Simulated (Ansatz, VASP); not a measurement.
**SiH12C4O4 (liquid tetramethoxysilane at 280 K) in two plane-wave programs**

One calculation is typed for both programs; each brings its own data sets. How far apart do they land? The cell is taken from a series of runs on this material, whose earlier steps may have relaxed, scaled, displaced or heated it; both programs get it as it stands.

Main program and level: Ansatz 0.2.0; plane waves, with VASP 6.6.1 beside it; single point at PBE.

## (1) The structure

The cell holds 105 atoms: 20 C, 20 O, 5 Si and 60 H. Cell: a = 10.706 Å, b = 10.706 Å, c = 10.706 Å, α = 90.0°, β = 90.0°, γ = 90.0°. As first built, before any earlier steps moved the atoms (in the runner's words): 5 tetramethoxysilane placed at random, at 1.03 g/cm^3; overlaps pushed apart, then 10 ps at 430 K with MMFF94 bonds, angles, torsions, charges and radii (Halgren, J. Comput. Chem. 17, 490 (1996)) in harmonic and 12-6 forms. Snapshot after 20 ps at 280 K and fixed volume. Then every atom was moved at random, 0.03 A r.m.s. a Cartesian component (hydrogen 0.6 of that).

## (2) VASP: single point, PBE

With cell and atoms fixed, the geometry can't cause a difference; cores, projectors, grids and the points listed under the comparison can.

Lines of VASP's logs that name or quote its potential files are left out, and so is its time.

INCAR reads:

```
SYSTEM = SiH12C4O4
PREC = Accurate
ENCUT = 600
EDIFF = 1E-06
NELM = 120
ISMEAR = -1
SIGMA = 0.05
LREAL = Auto
ALGO = Normal
GGA = PE
NBANDS = 216
LORBIT = 11
LWAVE = .FALSE.
LCHARG = .FALSE.
ISIF = 2
LASPH = .TRUE.
GGA_COMPAT = .FALSE.
EFERMI = MIDGAP
NCORE = 2
```

POSCAR reads:

```
SiH12C4O4
1.0
   10.7057900000      0.0000000000      0.0000000000
    0.0000000000     10.7057900000      0.0000000000
    0.0000000000      0.0000000000     10.7057900000
C O Si H
20 20 5 60
Direct
    0.6340000000      0.9893700000      0.3090700000
    0.4223000000      0.7449000000      0.0858200000
    0.8259600000      0.7387000000      0.1330100000
    0.5716400000      0.5906300000      0.4181700000
    0.2986300000      0.5614400000      0.7343600000
    0.5677400000      0.2912400000      0.6841200000
    0.7033500000      0.6001400000      0.7784300000
    0.4754400000      0.3532000000      0.0351400000
    0.9347000000      0.3509500000      0.8917800000
    0.7122200000      0.0368900000      0.9215200000
    0.0552200000      0.0730300000      0.1998700000
    0.8449300000      0.3182300000      0.1969000000
    0.9579600000      0.4671000000      0.4937300000
    0.1845100000      0.4609100000      0.1374300000
    0.2346700000      0.6719000000      0.3764300000
    0.2968700000      0.2462400000      0.4471000000
    0.2994100000      0.0672900000      0.9220300000
    0.4319600000      0.8814800000      0.6098400000
    0.0704300000      0.8185100000      0.8387300000
    0.0504200000      0.0925800000      0.6105800000
    0.5653500000      0.8790500000      0.3077400000
    0.4767300000      0.6810600000      0.1827200000
    0.7031400000      0.7772200000      0.1235000000
    0.6604200000      0.6533400000      0.3418600000
    0.4361500000      0.5697900000      0.7439000000
    0.4707600000      0.3283000000      0.7696100000
    0.6539300000      0.4956000000      0.8438900000
    0.4316800000      0.4627800000      0.9718000000
    0.9965400000      0.2742300000      0.9731900000
    0.8298800000      0.0956800000      0.8950400000
[... 69 atom lines left out ...]
    0.9728300000      0.7698300000      0.8266300000
    0.1201400000      0.7508100000      0.8970800000
    0.0330000000      0.8981500000      0.8919500000
    0.9811800000      0.0210500000      0.6350800000
    0.0935400000      0.0615400000      0.5176100000
    0.0228400000      0.1864100000      0.5930100000
```

KPOINTS reads:

```
Automatic mesh
0
Gamma
1 1 1
0 0 0
```

PAW data sets: C, O, Si and H (PBE family, release 64).

Command:

```
$ mpirun -np 8 vasp_gam
```

Numbers of over 12 decimals in the logs are rounded to 6 here.

What it wrote:

```text
[banner, memory and clock lines left out]
running    8 mpi-ranks, on    1 nodes
[...]
LDA part: xc-table for (Slater+PW92), standard interpolation
 POSCAR, INCAR and KPOINTS ok, starting setup
[...]
entering main loop
       N       E                     dE             d eps       ncg     rms          rms(c)
DAV:   1     0.224840582509E+04    0.22484E+04   -0.15429E+05   440   0.132E+03
DAV:   2    -0.354235373577E+03   -0.26026E+04   -0.24555E+04   536   0.293E+02
DAV:   3    -0.623227299741E+03   -0.26899E+03   -0.26687E+03   536   0.979E+01
DAV:   4    -0.629686660882E+03   -0.64594E+01   -0.64328E+01   560   0.167E+01
[...]
DAV:  18    -0.572383031549E+03    0.40397E-05   -0.15598E-05   544   0.108E-02    0.453E-03
DAV:  19    -0.572383029807E+03    0.17422E-05   -0.25580E-06   416   0.562E-03    0.251E-03
DAV:  20    -0.572383029448E+03    0.35935E-06   -0.11895E-06   344   0.382E-03
   1 F= -.57238303E+03 E0= -.57238303E+03  d E =-.136306E-20
```

Parts of OUTCAR (step 2):

```text
  FREE ENERGIE OF THE ION-ELECTRON SYSTEM (eV)
  ---------------------------------------------------
  free  energy   TOTEN  =      -572.3830294476 eV

  energy  without entropy=     -572.3830294476  energy(sigma->0) =     -572.38302945
```

The run ends at a pressure of 3.10 GPa, with forces up to 6.8 eV/Å.

## (3) Ansatz: single point, PBE

Ansatz runs on its default PAW (the set named soft_2) files.

The same cell, functional, mesh and smearing now go to Ansatz, which takes its cutoff from its data sets.

input.yaml reads:

```yaml
crystal:
  lattice:
    - [10.70579, 0.0, 0.0]
    - [0.0, 10.70579, 0.0]
    - [0.0, 0.0, 10.70579]
  atoms:
    - { symbol: C, position: [0.634, 0.98937, 0.30907] }
    - { symbol: O, position: [0.56535, 0.87905, 0.30774] }
    - { symbol: Si, position: [0.61181, 0.74385, 0.23722] }
    - { symbol: O, position: [0.47673, 0.68106, 0.18272] }
    - { symbol: C, position: [0.4223, 0.7449, 0.08582] }
    - { symbol: O, position: [0.70314, 0.77722, 0.1235] }
    - { symbol: C, position: [0.82596, 0.7387, 0.13301] }
    - { symbol: O, position: [0.66042, 0.65334, 0.34186] }
    - { symbol: C, position: [0.57164, 0.59063, 0.41817] }
    - { symbol: H, position: [0.68926, 0.99829, 0.2205] }
    - { symbol: H, position: [0.57074, 0.0716, 0.32294] }
    - { symbol: H, position: [0.70525, 0.99826, 0.38282] }
    - { symbol: H, position: [0.47118, 0.75325, 0.0027] }
    - { symbol: H, position: [0.39481, 0.83006, 0.1225] }
    - { symbol: H, position: [0.33684, 0.68221, 0.05884] }
    - { symbol: H, position: [0.82415, 0.62948, 0.14089] }
    - { symbol: H, position: [0.868, 0.77257, 0.22478] }
    - { symbol: H, position: [0.87609, 0.76925, 0.05738] }
    - { symbol: H, position: [0.60465, 0.52589, 0.48846] }
    - { symbol: H, position: [0.50871, 0.52903, 0.36081] }
    - { symbol: H, position: [0.52212, 0.67359, 0.46377] }
    - { symbol: C, position: [0.29863, 0.56144, 0.73436] }
    - { symbol: O, position: [0.43615, 0.56979, 0.7439] }
    - { symbol: Si, position: [0.49784, 0.46441, 0.83311] }
    - { symbol: O, position: [0.47076, 0.3283, 0.76961] }
    - { symbol: C, position: [0.56774, 0.29124, 0.68412] }
    - { symbol: O, position: [0.65393, 0.4956, 0.84389] }
    - { symbol: C, position: [0.70335, 0.60014, 0.77843] }
    - { symbol: O, position: [0.43168, 0.46278, 0.9718] }
    - { symbol: C, position: [0.47544, 0.3532, 0.03514] }
[... 69 atom lines left out ...]
    - { symbol: H, position: [0.97283, 0.76983, 0.82663] }
    - { symbol: H, position: [0.12014, 0.75081, 0.89708] }
    - { symbol: H, position: [0.033, 0.89815, 0.89195] }
    - { symbol: H, position: [0.98118, 0.02105, 0.63508] }
    - { symbol: H, position: [0.09354, 0.06154, 0.51761] }
    - { symbol: H, position: [0.02284, 0.18641, 0.59301] }
kpoints:
  mp_grid: { grid: [1, 1, 1] }
hamiltonian:
  xc: pbe
scf:
  occupations: { method: fermi_dirac, width: 0.05 }
output:
  forces: true
  eigenvalues: true
  populations: true
  stress: true
```

Command:

```
$ ansatz run input.yaml --threads 4 --pin off --max-ram 8192MiB --backend cpu --events-out ev --progress --plain --runs-dir out
```

What it wrote:

```text
Engine: ansatz 0.2.0, x86_64-unknown-linux-gnu
Pseudopotentials: kind: paw
Pseudopotential: C, paw, valence charge 4, recommended cutoff 420 eV (normal), C.paw.azcp
Pseudopotential: O, paw, valence charge 6, recommended cutoff 420 eV (normal), O.paw.azcp
Pseudopotential: Si, paw, valence charge 4, recommended cutoff 420 eV (normal), Si.paw.azcp
Pseudopotential: H, paw, valence charge 1, recommended cutoff 420 eV (normal), H.paw.azcp
Functional definition: PBE
  parameter kappa = 0.804
  parameter beta = 0.066725
  exchange = pbe_x(kappa = kappa, mu = beta*pi^2/3)
  correlation = pbe_c(beta = beta)
Crystal: 105 atoms, lattice volume = 1227.033 Å³
Basis set: ecut = 420 eV, 23871 PW (Γ), exchange–correlation on 144×144×144 points (8 copies of the dense FFT grid, shifted against one another)
Bands: 245, of which v1, the nominal top of the filled ones, is band 140 counted from 1 (139 counted from 0)
Symmetry: 1 space group operations
Space group: P1 (ITA 1), of the structure as read, at distance tolerance 1.1e-4 Å
k-points: 1
Non-local potential: C, projectors of the file, l = 0: 2, l = 1: 2, l = 2: 1
Non-local potential: O, projectors of the file, l = 0: 2, l = 1: 2, l = 2: 1
Non-local potential: Si, projectors of the file, l = 0: 2, l = 1: 2, l = 2: 2
Non-local potential: H, projectors of the file, l = 0: 2, l = 1: 1
PAW form: soft (Blöchl's): semilocal exchange-correlation on the pseudo side does not see the compensation charge
PAW one-centre angular grid: C, 110 points (default); XC on 64 Gauss nodes
PAW one-centre angular grid: O, 110 points (default); XC on 64 Gauss nodes
PAW one-centre angular grid: Si, 110 points (default); XC on 64 Gauss nodes
PAW one-centre angular grid: H, 110 points (default); XC on 64 Gauss nodes
Initial density: superposition of atomic densities (neutral atoms: chi_scale 0, normalization atom), corrected by the library's trained network
Initial wavefunctions: pseudopotential atomic-orbital guess
Functional: x = pbe(κ = 0.804, μ = 0.219515), c = pbe(β = 0.066725)
SCF iter   1: F=—  HF=-20507.739244 eV  |F-HF|=—  |Δ(HF+E_count)|=         —  Δρ=4.04e-3  dr2=2.66e-1  ethr=1.77e-3  ⟨swp⟩=5.0  Hψ=1067  notcnv=0  defer=87
preconditioner: auto → Resta (q_TF=auto, 2.133 Å⁻¹)  ε∞=2.2  [insulator: Δε(μ)=5.227 eV  Ē_g=16.041 eV  σ=0.050 eV  W_gap=1.00  n_scr=202 (ndim 8)  ℏωp=17.7 eV  f_vac=0.294  D(μ)=0.00/eV (n_scr^D=0)  ε∞_Penn≈2.2]
SCF iter   2: F=—  HF=-20507.698525 eV  |F-HF|=—  |Δ(HF+E_count)|=   4.07e-2  Δρ=2.15e-3  dr2=6.24e-2  ethr=9.49e-5  ⟨swp⟩=2.0  Hψ=368  notcnv=0  defer=98
SCF iter   3: F=—  HF=-20507.703165 eV  |F-HF|=—  |Δ(HF+E_count)|=   4.64e-3  Δρ=1.09e-3  dr2=1.68e-2  ethr=2.23e-5  ⟨swp⟩=2.0  Hψ=276  notcnv=0  defer=98
SCF iter   4: F=—  HF=-20507.701950 eV  |F-HF|=—  |Δ(HF+E_count)|=   1.22e-3  Δρ=3.04e-4  dr2=1.66e-3  ethr=6.01e-6  ⟨swp⟩=2.0  Hψ=281  notcnv=0  defer=98
SCF iter   5: F=—  HF=-20507.701885 eV  |F-HF|=—  |Δ(HF+E_count)|=   6.47e-5  Δρ=1.54e-4  dr2=2.92e-4  ethr=5.94e-7  ⟨swp⟩=2.0  Hψ=281  notcnv=0  defer=98
SCF iter   6: F=—  HF=-20507.701779 eV  |F-HF|=—  |Δ(HF+E_count)|=   1.06e-4  Δρ=6.35e-5  dr2=4.24e-5  ethr=1.04e-7  ⟨swp⟩=2.0  Hψ=286  notcnv=0  defer=98
SCF iter   7: F=—  HF=-20507.702896 eV  |F-HF|=—  |Δ(HF+E_count)|=   1.12e-3  Δρ=2.04e-5  dr2=5.15e-6  ethr=1.51e-8  ⟨swp⟩=2.0  Hψ=384  notcnv=0  defer=98
SCF iter   8: F=—  HF=-20507.702893 eV  |F-HF|=—  |Δ(HF+E_count)|=   3.43e-6  Δρ=5.12e-6  dr2=4.69e-7  ethr=1.84e-9  ⟨swp⟩=2.0  Hψ=280  notcnv=0  defer=98
SCF iter   9: F=—  HF=-20507.702892 eV  |F-HF|=—  |Δ(HF+E_count)|=   3.93e-7  Δρ=3.29e-6  dr2=1.23e-7  ethr=3.57e-11  ⟨swp⟩=21.0  Hψ=1843  notcnv=0
SCF iter  10: F=-20507.702892 eV  HF=-20507.702892 eV  |F-HF|=1.62e-8  |Δ(HF+E_count)|=   5.65e-8  Δρ=1.25e-6  dr2=1.83e-8  ethr=3.57e-11  ⟨swp⟩=5.0  Hψ=876  notcnv=0
SCF 1 converged in 10 iterations: F = -20507.702892 eV  dr2 = 1.83e-8
  greatest PAW one-centre occupation: 0.866 electrons in one spin orbital (limit 2), on the O atom at site 43 (counted from 0), in its partial waves of l = 0
SCF converged after 10 iterations
Free energy (F): -20507.702892 eV
Harris-Foulkes:  -20507.702892 eV  (|F-HF|=1.62e-8)
Internal energy: -20507.702892 eV  (E = F + TS)
E sigma→0 (E₀):  -20507.702892 eV
Fermi energy:    0.932142 eV
--- Per-component energies (eV) ---
  E_band       = -2339.715107
  E_kinetic    = 6438.182056
  E_local      = -24346.448817  (includes V_loc(G=0)·N_el)
  E_nonlocal   = 1733.020299
  E_hartree    = 9383.581813
  E_xc         = -3260.255117
  E_vxc        = -4011.281176  (∫ρ·V_xc dr)
  E_paw        = -7759.427533  (= ΣΔE_a)
  E_vpaw       = -920.314817  (= ΣTr[D̂ρ^β])
  E_aug_tail   = -0.034216  (compensation charges beyond the density's cutoff)
  E_ewald      = -2696.321377
  E_smearing   = -0.000000  (= −TS)
  E_closure    = 0.000000  (closes the sum)
  Σ components = -20507.702892   (vs F -20507.702892, Δ=0.00e0)
[...]
atom  36  H      0.87773637     0.13414145    -0.18665896
  atom  37  H      0.22093151     1.97534026     0.83738701
  atom  38  H      2.67557317    -0.76146838    -0.83367110
  atom  39  H     -1.51053494     0.75279805    -1.64006166
  atom  40  H     -0.29862059     0.06435778    -0.60539641
  atom  41  H     -0.49173217    -0.90717296    -0.45055727
  atom  42  H      1.24858931    -0.14186984    -0.94533836
  atom  43  C     -0.12536242     3.97110772    -1.01843185
  atom  44  O      0.68105929    -1.08911676     1.30226193
  atom  45  Si     2.41659563    -3.82840323    -1.91361298
  atom  46  O      0.80076211     1.60977916     1.46786328
  atom  47  C      1.96673773    -2.67513998    -1.49745071
  atom  48  O     -0.37967839     1.09370229    -0.27813528
  atom  49  C      0.62295187    -0.06308424    -2.21071917
  atom  50  O     -2.03660825     0.57867983     1.69457688
  atom  51  C     -3.17806386     1.29561442    -0.86419488
  atom  52  H     -0.78915685    -1.74800288    -0.03502783
  atom  53  H     -0.90828051     0.51859822    -0.10360087
  atom  54  H      1.30096551    -0.81446907    -1.04099131
  atom  55  H     -0.42247388     0.98634351     1.64510179
  atom  56  H     -0.97317412     0.18834238    -0.50752636
  atom  57  H     -1.09744229     0.63728250     0.25163688
  atom  58  H      0.66543930    -0.99408485     0.15624918
  atom  59  H     -0.16578639     0.44428681    -0.01217515
[...]
atom  98  H     -0.91757848    -0.52174914     0.08265034
  atom  99  H     -0.00831484    -0.94777872     0.47950481
  atom 100  H      1.44214792     0.33993516    -0.44910044
  atom 101  H      0.44788042     0.22176692     0.24214480
  atom 102  H      0.85245403     0.45816830     0.15440977
  atom 103  H     -0.83364277     0.51700578    -0.54437418
  atom 104  H     -0.03121723     0.14724028     1.09498635
  atom 105  H     -0.97057315     0.88618092     0.00009522
  max |Σ_I F_I| component: 8.78e-5 eV/Å
--- Stress (GPa, compression-positive) ---
        2.564527      -1.504728      -0.480323
       -1.504727       2.540668      -0.990586
       -0.480322      -0.990585       4.054648
  P = ⅓ Tr σ = 3.0533 GPa (30.533 kbar)
--- Band table (eV) ---
  k-point 0: bands = [... 136 lower, -1.8247, -1.7507, -1.7323, -1.5536, 3.4151, 4.0576, 4.1172, 4.2102, ... 101 higher]
--- Löwdin populations: 105 sites ---
  site symbol       q [e]
     0      C      4.2084
     1      O      6.5643
     2     Si      2.2373
     3      O      6.5578
     4      C      4.2309
     5      O      6.5505
     6      C      4.2014
     7      O      6.5771
     8      C      4.1949
     9      H      0.8376
    10      H      0.8104
    11      H      0.8239
    12      H      0.7968
    13      H      0.8052
    14      H      0.8388
    15      H      0.8486
    16      H      0.8319
    17      H      0.7675
    18      H      0.8065
    19      H      0.8123
    20      H      0.8299
    21      C      4.2521
    22      O      6.5858
    23     Si      2.2605
[...]
97      H      0.8405
    98      H      0.8097
    99      H      0.8464
   100      H      0.8269
   101      H      0.8170
   102      H      0.8075
   103      H      0.8477
   104      H      0.7862
  spilling = 0.015385 (of n_electrons = 280.000000)
```

The column dr2 measures how far the density is from self-consistency, as an energy; F and HF (Harris–Foulkes) agree once it is small.

The run ends at a pressure of 3.05 GPa, with forces up to 6.8 eV/Å.

## (4) Comparison

Known differences besides the potentials themselves: the cutoff is 420 eV in Ansatz and 600 eV in VASP (PREC = Accurate, projectors in real space). Total energies have different zeros and are not compared.

Compared:

| quantity | Ansatz | VASP | difference |
| --- | --- | --- | --- |
| pressure (GPa) | 3.05 | 3.10 | -0.04 |
| gap on the k mesh (eV) | 4.969 | 4.965 | +0.004 |

Forces on 8 of the 105 atoms, those with the largest forces and the largest differences (eV/Å; atoms numbered as in POSCAR):

| atom | Ansatz x, y, z | VASP x, y, z |
| --- | --- | --- |
| C2 | -3.586, -2.757, -0.218 | -3.669, -2.679, -0.352 |
| C3 | 0.205, -3.068, 3.498 | 0.367, -3.096, 3.465 |
| C5 | 2.145, 3.839, 1.599 | 2.048, 3.831, 1.569 |
| C9 | -0.125, 3.971, -1.018 | -0.191, 4.099, -1.140 |
| C15 | 3.224, 0.836, 5.929 | 3.221, 0.944, 5.860 |
| Si43 | 2.417, -3.828, -1.914 | 2.433, -3.896, -1.932 |
| Si45 | -2.227, 0.108, -4.210 | -2.236, 0.099, -4.270 |
| H90 | 0.381, -0.548, -5.628 | 0.383, -0.546, -5.611 |

The forces differ by 46 meV/Å r.m.s., which is 3.4 % of the r.m.s. force of 1.378 eV/Å (both taken over all components). A gap on the mesh is an upper bound, since the band edges may lie between its points.

## (5) Summary of results

```
r.m.s. force difference (single point, PBE) : 3.4 % of the r.m.s. force
```

What this shows: The r.m.s. force difference is 3.4 % of the r.m.s. force (single point, PBE), beyond the 3 % picked in this series as the mark of a large difference. What causes the difference of the single point, PBE pair stays open here. Such differences can come from data sets, numerical settings and the points named under the comparisons, not from the functional's error against experiment.

[Lines on the potential files, build, host, timing and source positions are cut from VASP's logs without a mark.]

[Logs are printed without paths, hosts, clocks, repeated set-up lines and the standing remarks that a program may print on its own settings, such as how far it seeks lower states.]

[Hosts, paths, dates, database ids (printed as entryN), source tags and the programs' standing remarks are cut or masked in the printed files.]

[The MMFF94 radii named for the starting cell were scaled by 0.96; in molecules described by MMFF94, hydrogen bound to N, O or S took a small fixed 12-6 site in their place.]
